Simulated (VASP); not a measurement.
All values below come from r2SCAN meta-GGA, VASP's PBE PAW potentials (set 64) (plane waves; VASP 6.6.1).

VASP ran on this input.

POSCAR:
```
Si2Ni
1
    4.1934928031    -0.0000000000     0.0000000000
   -2.0967464016     3.6316709603     0.0000000000
    0.0000000000     0.0000000000     2.5007984059
Ni Si
1 2
Direct
  0.0000000000   0.0000000000   0.0000000000
  0.3333330000   0.6666670000   0.5000000000
  0.6666670000   0.3333330000   0.5000000000
```

File KPOINTS:
```
Automatic mesh
0
Gamma
8 8 11
0 0 0
```

INCAR:
```
LORBIT=10
LREAL=.FALSE.   ! projection in real space or not
LCHARG=.FALSE.
LMIXTAU=.TRUE.
ALGO=Normal   ! blocked Davidson
ISMEAR=1   ! Methfessel-Paxton
EDIFF=1E-6   ! SCF stop (eV)
ISPIN=2   ! spin-polarised
LWAVE=.FALSE.
METAGGA=R2SCAN
EDIFFG=-0.02   ! ionic stop
PREC=Accurate
NELM=100   ! most electronic steps
MAGMOM=2.0 2*0.0
SIGMA=0.1   ! width (eV)
ENCUT=400   ! plane-wave cut-off (eV)
SYSTEM=Si2Ni
ISIF=3   ! ions, shape and volume
LMAXMIX=4
NSW=60   ! most ionic steps
IBRION=2   ! conjugate gradients
LASPH=.TRUE.
```

POTCAR, in this order: Ni Si (PBE.64 set). Program: vasp_std.

Output

OSZICAR:
```
       N       E                     dE             d eps       ncg     rms          rms(c)
DAV:   1     0.429657728418E+02    0.42966E+02   -0.68334E+03  3440   0.111E+03
DAV:   2    -0.290508880665E+02   -0.72017E+02   -0.67069E+02  3564   0.216E+02
DAV:   3    -0.322098090408E+02   -0.31589E+01   -0.29723E+01  4396   0.493E+01
DAV:   4    -0.322623608980E+02   -0.52552E-01   -0.52501E-01  3872   0.598E+00
DAV:   5    -0.322636135271E+02   -0.12526E-02   -0.12525E-02  4440   0.102E+00    0.180E+01
DAV:   6    -0.404909594934E+02   -0.82273E+01   -0.78135E+01  3588   0.207E+02    0.406E+01
DAV:   7    -0.299150999052E+02    0.10576E+02   -0.17947E+01  4034   0.110E+02    0.134E+01
DAV:   8    -0.282719142855E+02    0.16432E+01   -0.48290E+00  4320   0.514E+01    0.439E+00
DAV:   9    -0.283717452483E+02   -0.99831E-01   -0.74469E-01  4218   0.111E+01    0.208E+00
DAV:  10    -0.283751549045E+02   -0.34097E-02   -0.78712E-02  4852   0.453E+00    0.879E-01
DAV:  11    -0.283852045347E+02   -0.10050E-01   -0.18086E-02  4470   0.264E+00    0.290E-01
DAV:  12    -0.283860251857E+02   -0.82065E-03   -0.24489E-03  5016   0.782E-01    0.100E-01
DAV:  13    -0.283862109371E+02   -0.18575E-03   -0.70523E-04  3918   0.395E-01    0.676E-02
DAV:  14    -0.283862822583E+02   -0.71321E-04   -0.17120E-04  4028   0.200E-01    0.225E-02
DAV:  15    -0.283862909670E+02   -0.87087E-05   -0.16685E-05  4450   0.612E-02    0.185E-02
DAV:  16    -0.283862961289E+02   -0.51619E-05   -0.88234E-06  4154   0.536E-02    0.129E-02
DAV:  17    -0.283862995828E+02   -0.34539E-05   -0.12306E-05  4292   0.575E-02    0.955E-03
DAV:  18    -0.283863024305E+02   -0.28477E-05   -0.83704E-06  3830   0.457E-02    0.766E-03
DAV:  19    -0.283863044205E+02   -0.19900E-05   -0.91639E-06  3840   0.515E-02    0.607E-03
DAV:  20    -0.283863061482E+02   -0.17276E-05   -0.23064E-05  4314   0.838E-02    0.364E-03
DAV:  21    -0.283863072204E+02   -0.10723E-05   -0.11908E-05  4286   0.552E-02    0.198E-03
DAV:  22    -0.283863075162E+02   -0.29572E-06   -0.21207E-06  2376   0.234E-02
   1 F= -.28386308E+02 E0= -.28386412E+02  d E =-.283863E+02  mag=    -0.0003
       N       E                     dE             d eps       ncg     rms          rms(c)
DAV:   1    -0.284059049267E+02   -0.19598E-01   -0.41489E-01  3954   0.606E+00    0.987E-01
DAV:   2    -0.284200104802E+02   -0.14106E-01   -0.11923E-01  4032   0.793E+00    0.164E+00
DAV:   3    -0.283929419164E+02    0.27069E-01   -0.73109E-02  3896   0.626E+00    0.396E-01
DAV:   4    -0.283908690111E+02    0.20729E-02   -0.46857E-03  4826   0.104E+00    0.490E-02
DAV:   5    -0.283909908766E+02   -0.12187E-03   -0.52904E-04  3592   0.252E-01    0.205E-02
DAV:   6    -0.283910040835E+02   -0.13207E-04   -0.43212E-05  3904   0.685E-02    0.115E-02
DAV:   7    -0.283910130669E+02   -0.89833E-05   -0.14703E-05  4528   0.556E-02    0.349E-03
DAV:   8    -0.283910138419E+02   -0.77502E-06   -0.32235E-06  3522   0.211E-02
   2 F= -.28391014E+02 E0= -.28390905E+02  d E =-.470633E-02  mag=    -0.0001
```

File OUTCAR:
```
------------------------ aborting loop because EDIFF is reached ----------------------------------------
  FORCE on cell =-STRESS in cart. coord.  units (eV):
  Direction    XX          YY          ZZ          XY          YZ          ZX
  --------------------------------------------------------------------------------------
  Total       -0.0082014     -0.0082014     -0.0525720      0.0000000      0.0000000     -0.0000000
  in kB       -0.3440413     -0.3440412     -2.2053359      0.0000000      0.0000000     -0.0000000
  external PRESSURE =      -0.9644728 kB  Pullay stress =       0.0000000 kB
  volume of cell :       38.19
      direct lattice vectors                 reciprocal lattice vectors
     4.217948591 -0.000000000  0.000000000     0.237082074  0.136879412  0.000000000
    -2.108974296  3.652850288  0.000000000     0.000000000  0.273758824  0.000000000
     0.000000000 -0.000000000  2.478888565    -0.000000000 -0.000000000  0.403406597
 POSITION                                       TOTAL-FORCE (eV/Angst)
 -----------------------------------------------------------------------------------
      0.00000     -0.00000      0.00000        -0.000000     -0.000000      0.000000
     -0.00000      2.43523      1.23944         0.000000      0.000000     -0.000000
      2.10898      1.21762      1.23944        -0.000000     -0.000000      0.000000
 -----------------------------------------------------------------------------------
    total drift:                               -0.000000      0.000000     -0.000000
  FREE ENERGIE OF THE ION-ELECTRON SYSTEM (eV)
  ---------------------------------------------------
  free  energy   TOTEN  =       -28.3910138419 eV

  energy  without entropy=      -28.3906862918  energy(sigma->0) =      -28.39090466

 total charge

# of ion       s       p       d       tot
------------------------------------------
    1        0.388   0.398   8.487   9.272
    2        0.778   0.850   0.000   1.628
    3        0.778   0.850   0.000   1.628
--------------------------------------------------
tot          1.943   2.098   8.487  12.528

 magnetization (x)

# of ion       s       p       d       tot
------------------------------------------
    1        0.000   0.000  -0.000  -0.000
    2       -0.000  -0.000   0.000  -0.000
    3       -0.000  -0.000   0.000  -0.000
--------------------------------------------------
tot          0.000  -0.000  -0.000  -0.000

 reached required accuracy - stopping structural energy minimisation
```
(Selected blocks of OUTCAR.)

CONTCAR:
```
Si2Ni
   1.00000000000000
     4.2179485914636938   -0.0000000000003367    0.0000000000000000
    -2.1089742957824305    3.6528502883832084    0.0000000000000000
     0.0000000000000000   -0.0000000000000000    2.4788885654850361
  Ni              Si
     1     2
Direct
     0.0000000000000000    0.0000000000000000    0.0000000000000000
     0.3333330000000032    0.6666669999999968    0.5000000000000000
     0.6666669999999968    0.3333330000000032    0.5000000000000000
```

File OUTCAR:
```
 val. band max:       10.4732144426   @ k =   0.5000   0.0000   0.4545

 cond. band min:      10.4935216811   @ k =   0.2500   0.0000   0.4545


 Fermi energy:        10.4776509421

 spin component 1

 k-point     1 :       0.0000    0.0000    0.0000
  band No.  band energies     occupation
      1      -4.2527      1.00000
      2       4.8579      1.00000
      3       4.8579      1.00000
      4       5.7891      1.00000
      5       7.1790      1.00000
      6       8.5955      1.00000
      7       8.5956      1.00000
      8       9.4511      1.00000
      9       9.4512      1.00000
     10      10.3603      1.03503
     11      10.3605      1.03499
     12      13.4312      0.00000
     13      18.8964      0.00000
     14      20.3247      0.00000

 k-point     2 :       0.1250    0.0000    0.0000
  band No.  band energies     occupation
      1      -4.0822      1.00000
      2       3.4312      1.00000
      3       4.7484      1.00000
      4       6.7611      1.00000
      5       7.2441      1.00000
      6       8.2600      1.00000
      7       8.4437      1.00000
      8       9.4419      1.00000
      9       9.4491      1.00000
     10      10.8503     -0.00000
     11      10.9365     -0.00000
     12      14.2997      0.00000
     13      19.0638      0.00000
     14      20.2289      0.00000

 k-point     3 :       0.2500    0.0000    0.0000
  band No.  band energies     occupation
      1      -3.5802      1.00000
      2       1.6953      1.00000
      3       4.5093      1.00000
      4       6.0201      1.00000
      5       7.8808      1.00000
      6       8.2517      1.00000
      7       8.8995      1.00000
      8       9.4199      1.00000
      9       9.4440      1.00000
     10      11.7050     -0.00000
     11      12.3092     -0.00000
     12      16.4925      0.00000
     13      19.5477      0.00000
     14      19.6575      0.00000

...
```

The structure was generated: Si2Ni was put into the AlB2 type (P6/mmm), which need not be its known phase. This run relaxes it. Symmetry was kept, so distortions that lower it aren't found. The start is the result of an earlier pass.
